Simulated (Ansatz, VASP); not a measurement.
**Cross-check of Sb (Antimony) between VASP and Ansatz**

Wanted: the spread between two codes on one cell, functional and k mesh.

Program: Ansatz 0.2.0. Level of theory: plane waves, with VASP 6.6.1 beside it; band structure at PBE, band structure at PBE, spin-orbit coupling and single point at PBE. Results are calculated unless marked as measured.

### Step 1. Starting point

The structure is trigonal, space group R-3m (No. 166). Conventional cell: a = 4.308 Å, b = 4.308 Å, c = 11.274 Å, α = 90.00°, β = 90.00°, γ = 120.00°. Nearest to Sb lie 3 Sb at 2.91 Å.

### Step 2. Ansatz: band structure, PBE

Ansatz runs on its default PAW (the set named soft_2) files.

With cell and atoms fixed, the geometry can't cause a difference; cores, projectors, grids and the points listed under the comparison can.

Contents of input.yaml:

```yaml
crystal:
  lattice:
    - [2.1542, 1.2437279499, 3.758]
    - [-2.1542, 1.2437279499, 3.758]
    - [0.0, -2.4874558998, 3.758]
  atoms:
    - { symbol: Sb, position: [0.23349, 0.23349, 0.23349] }
    - { symbol: Sb, position: [0.76651, 0.76651, 0.76651] }
hamiltonian:
  xc: pbe
  pseudopotentials: { kind: paw }
kpoints:
  mp_grid: { grid: [10, 10, 10] }
  band_path:
    path:
      - [0.0, 0.0, 0.0]
      - [0.13333, 0.0, 0.0]
      - [0.3, 0.0, 0.0]
      - [0.46667, 0.0, 0.0]
      - [0.5, 0.04794, -0.04794]
      - [0.5, 0.12783, -0.12783]
      - [0.5, 0.20773, -0.20773]
      - [0.7256, 0.5, 0.2744]
      - [0.63883, 0.5, 0.36117]
      - [0.55206, 0.5, 0.44794]
      - [0.46667, 0.46667, 0.46667]
      - [0.3, 0.3, 0.3]
      - [0.13333, 0.13333, 0.13333]
      - [0.0, 0.0, 0.0]
      - [0.12328, 0.0, -0.12328]
      - [0.22191, 0.0, -0.22191]
      - [0.34519, 0.0, -0.34519]
      - [0.60413, 0.39587, 0.0]
      - [0.56074, 0.43926, 0.0]
      - [0.51735, 0.48265, 0.0]
      - [0.51735, 0.51735, 0.03196]
      - [0.56074, 0.56074, 0.11185]
      - [0.60413, 0.60413, 0.19175]
      - [0.62148, 0.62148, 0.25704]
      - [0.57809, 0.57809, 0.34381]
      - [0.53471, 0.53471, 0.43058]
      - [0.5, 0.0, 0.0]
      - [0.58677, 0.12328, 0.12328]
      - [0.67354, 0.24656, 0.24656]
      - [0.76031, 0.36984, 0.36984]
    npoints: 1
scf:
  occupations: { method: fermi_dirac, width: 0.05 }
  n_extra_bands: 7
output:
  forces: true
  stress: true
  eigenvalues: true
```

On the command line:

```bash
> ansatz run input.yaml --threads 2 --pin off --max-ram 4608MiB --backend cpu --events-out ev --progress --plain --runs-dir out
```

Numbers of over 12 decimals in the logs are rounded to 6 here.

The log of the run:

```text
scf.n_extra_bands = 7 over 15 filled bands (N_el = 30.0): the run solves 22 bands
Engine: ansatz 0.2.0, aarch64-unknown-linux-gnu
Pseudopotentials: kind: paw
Pseudopotential: Sb, paw, valence charge 15, recommended cutoff 420 eV (normal), Sb.paw.azcp
Functional definition: PBE
  parameter kappa = 0.804
  parameter beta = 0.066725
  exchange = pbe_x(kappa = kappa, mu = beta*pi^2/3)
  correlation = pbe_c(beta = beta)
Crystal: 2 atoms, lattice volume = 60.411 Å³
Basis set: ecut = 420 eV, 1195 PW (Γ), exchange–correlation on 64×64×64 points (8 copies of the dense FFT grid, shifted against one another)
Bands: 22, of which v1, the nominal top of the filled ones, is band 15 counted from 1 (14 counted from 0)
Symmetry: 12 space group operations
Space group: R-3m (ITA 166), of the structure as read, at distance tolerance 3.9e-5 Å
k-points: 116 of 1000
Non-local potential: Sb, projectors of the file, l = 0: 2, l = 1: 2, l = 2: 2, l = 3: 2
PAW form: soft (Blöchl's): semilocal exchange-correlation on the pseudo side does not see the compensation charge
PAW one-centre angular grid: Sb, 590 points (default); XC on 64 Gauss nodes
Initial density: superposition of atomic densities (neutral atoms: chi_scale 0, normalization atom), corrected by the library's trained network
Initial wavefunctions: pseudopotential atomic-orbital guess
Functional: x = pbe(κ = 0.804, μ = 0.219515), c = pbe(β = 0.066725)
SCF iter   1: F=—  HF=-12968.958639 eV  |F-HF|=—  |Δ(HF+E_count)|=         —  Δρ=1.72e-3  dr2=2.02e-3  ethr=1.77e-3  ⟨swp⟩=7.5  Hψ=14074  notcnv=0  defer=13
preconditioner: auto → none  [insulator: Δε(μ)=0.128 eV  Ē_g=10.919 eV  σ=0.050 eV  W_gap=0.52  n_scr=14 (ndim 8)  ℏωp=15.1 eV  f_vac=0.002  D(μ)=0.18/eV (n_scr^D=0)  ε∞_Penn≈2.9]
SCF iter   2: F=—  HF=-12968.957081 eV  |F-HF|=—  |Δ(HF+E_count)|=   1.56e-3  Δρ=8.10e-4  dr2=2.82e-4  ethr=6.72e-6  ⟨swp⟩=2.0  Hψ=5269  notcnv=0  defer=84
SCF iter   3: F=—  HF=-12968.957094 eV  |F-HF|=—  |Δ(HF+E_count)|=   1.24e-5  Δρ=3.92e-4  dr2=5.14e-5  ethr=9.39e-7  ⟨swp⟩=2.8  Hψ=4167  notcnv=0  defer=84
SCF iter   4: F=—  HF=-12968.957139 eV  |F-HF|=—  |Δ(HF+E_count)|=   4.54e-5  Δρ=7.91e-5  dr2=2.60e-6  ethr=1.71e-7  ⟨swp⟩=3.0  Hψ=4174  notcnv=0  defer=84
SCF iter   5: F=—  HF=-12968.957139 eV  |F-HF|=—  |Δ(HF+E_count)|=   1.20e-7  Δρ=2.97e-5  dr2=5.16e-7  ethr=8.67e-9  ⟨swp⟩=3.0  Hψ=4141  notcnv=0  defer=84
SCF iter   6: F=-12968.957139 eV  HF=-12968.957139 eV  |F-HF|=1.58e-9  |Δ(HF+E_count)|=   1.04e-7  Δρ=3.35e-6  dr2=4.12e-9  ethr=3.33e-10  ⟨swp⟩=7.6  Hψ=14010  notcnv=0
SCF 1 converged in 6 iterations: F = -12968.957139 eV  dr2 = 4.12e-9
  greatest PAW one-centre occupation: 0.996 electrons in one spin orbital (limit 2), on the Sb atom at site 1 (counted from 0), in its partial waves of l = 2
NSCF: frozen V_eff on 30 k-points
SCF converged after 6 iterations
Free energy (F): -12968.957139 eV
Harris-Foulkes:  -12968.957139 eV  (|F-HF|=1.58e-9)
Internal energy: -12968.955573 eV  (E = F + TS)
E sigma→0 (E₀):  -12968.956356 eV
Entropy (-TS):   -0.001566 eV (-0.783 meV/atom)
Fermi energy:    10.088586 eV
--- Per-component energies (eV) ---
  E_band       = -338.485037
  E_kinetic    = 414.187674
  E_local      = -3194.330193  (includes V_loc(G=0)·N_el)
  E_nonlocal   = 724.386468
  E_hartree    = 1449.299886
  E_xc         = -277.059705
  E_vxc        = -192.719811  (∫ρ·V_xc dr)
  E_paw        = -9150.569647  (= ΣΔE_a)
  E_vpaw       = -988.605013  (= ΣTr[D̂ρ^β])
  E_aug_tail   = -0.000003  (compensation charges beyond the density's cutoff)
  E_ewald      = -2934.870052
  E_smearing   = -0.001566  (= −TS)
  E_closure    = 0.000000  (closes the sum)
  Σ components = -12968.957139   (vs F -12968.957139, Δ=0.00e0)
--- Forces (eV/Å), atoms counted from 1 ---
  atom   1  Sb     0.00000000     0.00000000     0.18619830
  atom   2  Sb    -0.00000000     0.00000000    -0.18619830
  max |Σ_I F_I| component: 2.78e-17 eV/Å
--- Stress (GPa, compression-positive) ---
        2.887374      -0.000000       0.000000
       -0.000000       2.887374       0.000000
        0.000000       0.000000       2.385094
  P = ⅓ Tr σ = 2.7199 GPa (27.199 kbar)
--- Band table (eV; the first three rows and the last of 116) ---
  k-point 0: bands = [... 11 lower, 5.2747, 8.0232, 8.2911, 8.2911, 12.1719, 12.7885, 12.7885, 15.2320, ... 3 higher]
  k-point 1: bands = [... 11 lower, 4.7863, 8.0608, 8.2641, 8.4713, 12.1232, 12.4912, 12.5256, 14.7778, ... 3 higher]
  k-point 2: bands = [... 11 lower, 3.7086, 8.0685, 8.2065, 8.8396, 11.6847, 11.8473, 11.8942, 14.7553, ... 3 higher]
  k-point 115: bands = [... 11 lower, 1.1010, 8.7749, 8.7749, 9.6288, 10.2210, 10.2210, 11.1999, 17.1192, ... 3 higher]
```

Elapsed: 9 s, on 2 threads of Arm Neoverse N1, shared host; peak memory 0.38 GiB.

### Step 3. VASP: band structure, PBE

The same cell, functional, mesh and smearing now go to VASP, with its own data sets and cutoff.

Lines of VASP's logs that name or quote its potential files are left out, and so is its time.

Contents of INCAR:

```
SYSTEM = Sb
PREC = Accurate
ENCUT = 400
EDIFF = 1E-06
NELM = 100
ISMEAR = -1
SIGMA = 0.05
LREAL = .FALSE.
ALGO = Normal
GGA = PE
NBANDS = 17
LORBIT = 11
LWAVE = .FALSE.
LCHARG = .FALSE.
KPAR = 2
```

Contents of POSCAR:

```
Sb
1.0
    2.1542000000      1.2437279499      3.7580000000
   -2.1542000000      1.2437279499      3.7580000000
    0.0000000000     -2.4874558998      3.7580000000
Sb
2
Direct
    0.2334900000      0.2334900000      0.2334900000
    0.7665100000      0.7665100000      0.7665100000
```

Contents of KPOINTS:

```
Automatic mesh
0
Gamma
10 10 10
0 0 0
```

Contents of KPOINTS_OPT:

```
Line mode
16
Line-mode
Reciprocal
  0.00000000   0.00000000   0.00000000 GAMMA
  0.50000000   0.00000000   0.00000000 L

  0.50000000   0.00000000   0.00000000 L
  0.50000000   0.23968736  -0.23968736 B1

  0.76031264   0.50000000   0.23968736 B
  0.50000000   0.50000000   0.50000000 Z

  0.50000000   0.50000000   0.50000000 Z
  0.00000000   0.00000000   0.00000000 GAMMA

  0.00000000   0.00000000   0.00000000 GAMMA
  0.36984368   0.00000000  -0.36984368 X

  0.63015632   0.36984368   0.00000000 Q
  0.50000000   0.50000000   0.00000000 F

  0.50000000   0.50000000   0.00000000 F
  0.63015632   0.63015632   0.23968736 P1

  0.63015632   0.63015632   0.23968736 P1
  0.50000000   0.50000000   0.50000000 Z

  0.50000000   0.00000000   0.00000000 L
  0.76031264   0.36984368   0.36984368 P
```

PAW data sets: Sb (PBE family, release 64).

On the command line:

```bash
> mpirun -np 2 vasp_std
```

The log of the run:

```text
[banner, memory and clock lines left out]
running    2 mpi-ranks, on    1 nodes
 distrk:  each k-point on    1 cores,    2 groups
 distr:  one band on    1 cores,    1 groups

 POSCAR found type information on POSCAR Sb
 POSCAR found :  1 types and       2 ions
 LDA part: xc-table for (Slater+PW92), standard interpolation
 POSCAR, INCAR and KPOINTS ok, starting setup
 FFT: planning ... GRIDC
 FFT: planning ... GRID_SOFT
 FFT: planning ... GRID
 WAVECAR not read
 entering main loop
       N       E                     dE             d eps       ncg     rms          rms(c)
DAV:   1     0.259157507160E+02    0.25916E+02   -0.29201E+03  3944   0.375E+02
DAV:   2    -0.689123679409E+01   -0.32807E+02   -0.31459E+02  5282   0.778E+01
DAV:   3    -0.824480885925E+01   -0.13536E+01   -0.13487E+01  4679   0.163E+01
DAV:   4    -0.825538570311E+01   -0.10577E-01   -0.10575E-01  5167   0.179E+00
DAV:   5    -0.825552006599E+01   -0.13436E-03   -0.13436E-03  4882   0.205E-01    0.304E+00
DAV:   6    -0.825337500796E+01    0.21451E-02   -0.26340E-03  5030   0.239E-01    0.184E+00
DAV:   7    -0.825261603701E+01    0.75897E-03   -0.62749E-03  4506   0.360E-01    0.758E-02
DAV:   8    -0.825273036747E+01   -0.11433E-03   -0.20950E-04  4957   0.654E-02    0.266E-02
DAV:   9    -0.825276076298E+01   -0.30396E-04   -0.40172E-05  4535   0.276E-02    0.616E-03
DAV:  10    -0.825276123840E+01   -0.47542E-06   -0.36529E-06  5037   0.824E-03
   1 F= -.82527612E+01 E0= -.82520062E+01  d E =-.151012E-02
 Start KPOINTS_OPT (optional k-point list driver)
k-point batch [1-116\144]
       N       E                     dE             ncg
DAV:   1     0.623484033714E+04   -0.19803E+05     3944
DAV:   2     0.233063726067E+04   -0.39042E+04     5243
DAV:   3     0.216105402776E+04   -0.16958E+03     4823
DAV:   4     0.215974001927E+04   -0.13140E+01     5170
DAV:   5     0.215972338538E+04   -0.16634E-01     5084
DAV:   6     0.215972307887E+04   -0.30651E-03     5168
DAV:   7     0.215972307232E+04   -0.65511E-05     4555
DAV:   8     0.215972307189E+04   -0.42134E-06     3803
k-point batch [117-144\144]
       N       E                     dE             ncg
DAV:   1     0.211669209685E+05   -0.53152E+04      952
DAV:   2     0.202530342253E+05   -0.91389E+03     1245
DAV:   3     0.202143276864E+05   -0.38707E+02     1157
DAV:   4     0.202140225169E+05   -0.30517E+00     1242
DAV:   5     0.202140186086E+05   -0.39083E-02     1185
DAV:   6     0.202140185360E+05   -0.72611E-04     1250
DAV:   7     0.202140185344E+05   -0.15409E-05     1031
DAV:   8     0.202140185343E+05   -0.11964E-06      949
```

Parts of OUTCAR (step 3):

```text
ion  position               nearest neighbor table
   1  0.233  0.233  0.233-   2 2.91   2 2.91   2 2.91   2 3.35   2 3.35   2 3.35
   2  0.767  0.767  0.767-   1 2.91   1 2.91   1 2.91   1 3.35   1 3.35   1 3.35

  LATTYP: Found a trigonal (rhomboedric) cell.
 ALAT       =     4.5066618304
 COS(alpha) =     0.5430253624

 Subroutine GETGRP returns: Found 12 space group operations
 (whereof 12 operations were pure point group operations)

The static configuration has the point symmetry D_3d.

 Found    116 irreducible k-points:

   k-points           NKPTS =    116   k-points in BZ     NKDIM =    116   number of bands    NBANDS=     17

   dimension x,y,z NGX =    30 NGY =   30 NGZ =   30
   dimension x,y,z NGXF=    60 NGYF=   60 NGZF=   60

   ENCUT  =  400.0 eV  29.40 Ry    5.42 a.u.   7.35  7.35  7.35*2*pi/ulx,y,z

   NELECT =      10.0000    total number of electrons

 k-points in reciprocal lattice and weights: Automatic mesh
   0.00000000  0.00000000  0.00000000       0.001
   0.10000000 -0.00000000 -0.00000000       0.006
   0.20000000 -0.00000000 -0.00000000       0.006
   0.30000000 -0.00000000 -0.00000000       0.006
   0.40000000 -0.00000000  0.00000000       0.006
   0.50000000 -0.00000000 -0.00000000       0.003
   0.10000000  0.10000000 -0.00000000       0.006
   0.20000000  0.10000000  0.00000000       0.012
   0.30000000  0.10000000 -0.00000000       0.012
[...]
-0.40000000  0.50000000  0.40000000       0.006
   0.50000000  0.50000000  0.50000000       0.001

 average (electrostatic) potential at core
       1 -85.8635       2 -85.8635

 E-fermi :   7.2810

 k-point     1 :       0.0000    0.0000    0.0000
  band No.  band energies     occupation
      1      -5.4397      2.00000
      2       2.4942      2.00000
      3       5.2230      2.00000
      4       5.4831      2.00000
      5       5.4831      2.00000
      6       9.3420      0.00000
      7       9.9788      0.00000
      8       9.9788      0.00000
      9      12.3715      0.00000
     10      12.3715      0.00000
    ...

 k-point     2 :       0.1000   -0.0000   -0.0000
  band No.  band energies     occupation
      1      -5.3292      2.00000
      2       1.9999      2.00000
      3       5.2592      2.00000
      4       5.4554      2.00000
      5       5.6695      2.00000
      6       9.2983      0.00000
      7       9.6854      0.00000
      8       9.7201      0.00000
      9      11.9311      0.00000
     10      12.3140      0.00000
    ...

 k-point     3 :       0.2000   -0.0000   -0.0000
  band No.  band energies     occupation
      1      -4.9998      2.00000
      2       0.9141      2.00000
      3       5.2657      2.00000
      4       5.3961      2.00000
      5       6.0439      2.00000
      6       8.8723      0.00000
      7       9.0448      0.00000
      8       9.0945      0.00000
      9      11.9127      0.00000
     10      12.4476      0.00000
    ...

  Total        1.1262115      1.1262115      0.9105421      0.0000000      0.0000000     -0.0000000
  in kB       29.8683420     29.8683420     24.1485564      0.0000000      0.0000000     -0.0000000
  external PRESSURE =      27.9617468 kB  Pullay stress =       0.0000000 kB

  energy-cutoff  :      400.00
  volume of cell :       60.41
      direct lattice vectors                 reciprocal lattice vectors
     2.154200000  1.243727950  3.758000000     0.232104726  0.134005726  0.088699663
    -2.154200000  1.243727950  3.758000000    -0.232104726  0.134005726  0.088699663
     0.000000000 -2.487455900  3.758000000     0.000000000 -0.268011452  0.088699663

 POSITION                                       TOTAL-FORCE (eV/Angst)
 -----------------------------------------------------------------------------------
      0.00000      0.00000      2.63237         0.000000      0.000000      0.232801
      0.00000      0.00000      8.64163         0.000000     -0.000000     -0.232801
 -----------------------------------------------------------------------------------
    total drift:                                0.000000      0.000000     -0.000000

  FREE ENERGIE OF THE ION-ELECTRON SYSTEM (eV)
  ---------------------------------------------------
  free  energy   TOTEN  =        -8.2527612384 eV

  energy  without entropy=       -8.2512511225  energy(sigma->0) =       -8.25200618

 total charge
# of ion       s       p       d       tot
------------------------------------------
    1        1.214   1.152   0.036   2.402
    2        1.214   1.152   0.036   2.402
--------------------------------------------------
tot          2.428   2.304   0.072   4.804

[... 3 further parts left out ...]
```

At this level the cell is under a pressure of 2.8 GPa, so at these settings it is away from equilibrium.

### Step 4. Differences

Known differences besides the potentials themselves: the data sets hold 30 valence electrons in Ansatz (default PAW (the set named soft_2) files) and 10 in VASP; the cutoff is 420 eV in Ansatz and 400 eV in VASP; VASP leaves aspherical gradient terms in its spheres out (LASPH is not set), Ansatz keeps them. Total energies have different zeros and are not compared.

The two programs side by side:

| quantity | Ansatz | VASP | difference |
| --- | --- | --- | --- |
| pressure (GPa) | 2.72 | 2.80 | -0.08 |

Forces (eV/Å; atoms numbered as in POSCAR):

| atom | Ansatz x, y, z | VASP x, y, z |
| --- | --- | --- |
| Sb1 | 0.000, 0.000, 0.186 | 0.000, 0.000, 0.233 |
| Sb2 | 0.000, 0.000, -0.186 | 0.000, 0.000, -0.233 |

The forces differ by 27 meV/Å r.m.s., which is 20.0 % of the r.m.s. force of 0.13 eV/Å (both taken over all components). Levels from 3 eV below to 2 eV above the Fermi level differ by 11 meV r.m.s. and 40 meV at most; each VASP level is matched to the nearest of Ansatz, which flatters the figure a little. Ansatz's pressure holds a Pulay correction of 0.03 GPa; VASP's holds none.

### Step 5. What the set-up changes

Further runs change the set-up of one program: Ansatz's method, potentials or start, or VASP's data sets, cutoff or form of LDA. The table gives Ansatz less VASP for each quantity, since a change that brings one quantity closer may part another.

| run | r.m.s. force difference (meV/Å) | pressure (GPa) |
| --- | --- | --- |
| as above | 27 | -0.076 |
| Ansatz's all-electron LAPW method | 27 | -0.071 |
| Ansatz's larger PAW set (cutoff 430 eV) | 27 | -0.073 |
| norm-conserving potentials (cutoff 1088 eV) | 26 | -0.051 |

### Step 6. Ansatz: band structure, PBE, spin-orbit coupling

A single point gives forces, pressure and levels at one fixed geometry, so differences don't come from the geometry; what else differs is listed under the comparison.

Edit input.yaml of step 2 so:

```diff
@@ -10,3 +10,6 @@
   xc: pbe
-  pseudopotentials: { kind: paw }
+  pseudopotentials: { kind: paw_fr }
+magnetization:
+  noncollinear: true
+  spin_orbit: true
 kpoints:
@@ -48,3 +51,3 @@
   occupations: { method: fermi_dirac, width: 0.05 }
-  n_extra_bands: 7
+  n_extra_bands: 14
 output:
```

On the command line:

```bash
> ansatz run input.yaml --threads 2 --pin off --max-ram 4608MiB --backend cpu --events-out ev --progress --plain --runs-dir out
```

The log of the run:

```text
[...]
non-collinear run that drives no moment, with spin-orbit: no starting moment large enough to seed its density (crystal.atoms[].spin), no starting occupations that ask for one, no magnetisation constraint and no magnetic field, so the semilocal B_xc is pinned to zero
Crystal: 2 atoms, lattice volume = 60.411 Å³
[...]
k-point 1: bands = [... 26 lower, 8.3960, 8.3960, 8.6285, 8.6285, 11.8264, 11.8264, 12.5203, 12.5203, ... 10 higher]
  k-point 2: bands = [... 26 lower, 8.3406, 8.3406, 8.9155, 8.9155, 11.3655, 11.3655, 11.9634, 11.9634, ... 10 higher]
  k-point 115: bands = [... 26 lower, 9.0088, 9.0088, 9.5217, 9.5217, 10.1013, 10.1013, 10.4188, 10.4188, ... 10 higher]
[key lines of the parts left out:]
SCF converged after 8 iterations
Magnetization: |M| = 0.0000 μB,  M = (+0.0000, +0.0000, +0.0000) μB
Free energy (F): -12973.785368 eV
Fermi energy:    10.044097 eV
P = ⅓ Tr σ = 2.8099 GPa (28.099 kbar)
```

Wall time 58 s (2 threads); peak memory 0.72 GiB; 1.9 min of CPU time.

(Continued in part 2 of 2.)

[Lines on the potential files, build, host, timing and source positions are cut from VASP's logs without a mark.]

[Logs are printed without paths, hosts, clocks, repeated set-up lines and the standing remarks that a program may print on its own settings, such as how far it seeks lower states.]

[Hosts, paths, dates, database ids (printed as entryN), source tags and the programs' standing remarks are cut or masked in the printed files.]
